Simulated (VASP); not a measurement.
VASP runs on CuTe (a trial cell in the zincblende structure, space group F-43m) share one base input (PBE GGA, plane waves, VASP's PBE PAW potentials (set 64)) and change the settings named in each case.

### POSCAR
```
CuTe
1
    0.0000000000     2.8895730000     2.8895730000
    2.8895730000     0.0000000000     2.8895730000
    2.8895730000     2.8895730000     0.0000000000
Te Cu
1 1
Direct
  0.2500000000   0.2500000000   0.2500000000
  0.0000000000   0.0000000000   0.0000000000
```

INCAR:
```
# general
SYSTEM  = CuTe
PREC    = Accurate
ENCUT   = 400   # plane-wave cut-off (eV)
LREAL   = .FALSE.   # projection in real space or not
LASPH   = .TRUE.

# electronic loop
EDIFF   = 1E-6   # SCF stop (eV)
NELM    = 100   # most electronic steps
ALGO    = Normal   # blocked Davidson
LMAXMIX = 4   # l cut-off of mixed one-centre charges

# smearing
ISMEAR  = 0
SIGMA   = 0.05   # width (eV)

# functional
GGA     = PE   # PBE

# ions
ISIF    = 2

# output
LWAVE   = .FALSE.
LCHARG  = .FALSE.
```

File KPOINTS:
```
Automatic mesh
0
Gamma
7 7 7
0 0 0
```

POTCAR, in this order: Te Cu (PBE.64 set). Program: vasp_std.

```csv
change,irreducible k-points
base run,20
ISYM = -1,343
ISYM = 0,172
ISYM = 1,20
SYMPREC = 1E-3,20
```
 Unless said otherwise, spin-orbit coupling is left out, though it shifts the bands of the heavy elements here.

Left out are runs that ran out of time, are held back, or changed the cell or the kind of run, fixed moments of cells without a moment, rows past the twelfth, gaps on odd meshes, pressures of charged cells and columns that move by less than the noise.

The structure was generated: CuTe was put into the zincblende type (F-43m), which need not be its known phase. The cell was not relaxed at this level. The electron count is odd and the run is not spin-polarised, which forces a metal.
